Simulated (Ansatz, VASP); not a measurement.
## One calculation of Rb3Sr, two programs

```xyz
4
Lattice="-3.3889 3.3889 6.8859 3.3889 -3.3889 6.8859 3.3889 3.3889 -6.8859" Properties=species:S:1:pos:R:3 pbc="T T T"
Sr    0.0000    0.0000    0.0000
Rb    0.0000    0.0000    6.8859
Rb    3.3889    0.0000    3.4430
Rb    0.0000    3.3889    3.4430
```

Change from the starting cell: volume scaled by 0.98.

Alike in both runs: task single point; functional PBE; k mesh 6 × 6 × 6; occupations fermi-dirac, width 0.05 eV; no spin polarisation.

```csv
,VASP,Ansatz
version,VASP 6.6.1,Ansatz 0.2.0
potentials or method,"VASP PAW PBE potentials, release 64 (Sr_sv, Rb_sv)",Ansatz PAW
plane-wave cutoff (eV),520,420
valence electrons in the cell,37,37
```

```tsv
	VASP	Ansatz	Ansatz less VASP
gap on the k mesh at the Fermi level (eV)	none	none	-
pressure (GPa)	0.0	0.0	0.00
```

A gap of «none» marks a metal or a gap that the smearing closes.
